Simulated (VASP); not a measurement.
These are LDA (Ceperley-Alder, Perdew-Zunger), VASP's LDA PAW potentials (set 64) (plane waves; VASP 6.6.1) values and carry that method's errors.

The input files of a VASP run:

### POSCAR
```
PbF2
1
    0.0000000000     2.7593898925     2.7593898925
    2.7593898925     0.0000000000     2.7593898925
    2.7593898925     2.7593898925     0.0000000000
Pb F
1 2
Direct
  0.0000000000   0.0000000000   0.0000000000
  0.2500000000   0.2500000000   0.2500000000
  0.7500000000   0.7500000000   0.7500000000
```

### INCAR
```
ALGO = Normal
EDIFF = 1E-6
EDIFFG = -0.02
ENCUT = 620
IBRION = 2
ISIF = 3
ISMEAR = 0
LASPH = .True.
LCHARG = .False.
LMAXMIX = 4
LREAL = .False.
LWAVE = .False.
NELM = 100
NSW = 40
PREC = Accurate
PSTRESS = 300
SIGMA = 0.05
SYSTEM = PbF2
```

**KPOINTS**
```
Automatic mesh
0
gamma
  7 7 7
0 0 0
```

POTCAR, in this order: Pb_d F (LDA.64 set). Program: vasp_std.

Q: What will the output report for the number of irreducible k-points (NKPTS), largest plane-wave count, number of space-group operations, FFT grid (NGX, NGY, NGZ)?

A: 
```yaml
number of irreducible k-points (NKPTS): 20
largest_plane_wave_count: 1483
number_of_space_group_operations: 48
FFT grid (NGX, NGY, NGZ): 32 × 32 × 32
```

The compound is PbF2 in the fluorite structure, the β form. This run relaxes it under an external pressure of 30 GPa. Symmetry was kept, so distortions that lower it aren't found.
